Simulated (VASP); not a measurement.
A convergence study with VASP on SiC (zinc blende): one setting is varied, all else stays as given below, so the limit is that of these other settings.

```
CELL_PARAMETERS angstrom
      0.00000     2.18000     2.18000
      2.18000     0.00000     2.18000
      2.18000     2.18000     0.00000
ATOMIC_POSITIONS crystal
  Si 0.00000 0.00000 0.00000
  C  0.25000 0.25000 0.25000
```

Level of theory: PBE GGA, VASP's PBE PAW potentials (set 64) (plane waves; VASP). The tightest run used: 700 eV cut-off, 20×20×20 Γ-centred mesh, tetrahedra with Blöchl corrections, potentials Si C.

Gaps are read on the run's mesh, which can miss a band edge.

```
setting     E (eV/atom)  pressure (GPa)  gap on the mesh (eV)  irreducible k-points
----------  -----------  --------------  --------------------  --------------------
3×3×3 mesh      -7.2799            4.29                 2.498                     4
4×4×4 mesh      -7.4684            3.11                 1.313                     8
5×5×5 mesh      -7.5138            2.83                 1.811                    10
```

**Question.** These are the cheaper rows. Estimate the results at 20×20×20 mesh, and how far the last row shown lies from them.

**Answer.** 
| quantity | tightest run | last row shown is off by |
|---|---|---|
| E (eV/atom) | -7.5314 | 0.0176 |
| pressure (GPa) | 2.71 | 0.12 |
| gap on the mesh (eV) | 1.360 | 0.451 |

Left out are rungs that failed or repeat a setting and relaxations that didn't move; long series are thinned to 24 rows.

The compound is SiC in the zinc blende structure. The cell was not relaxed at this level.
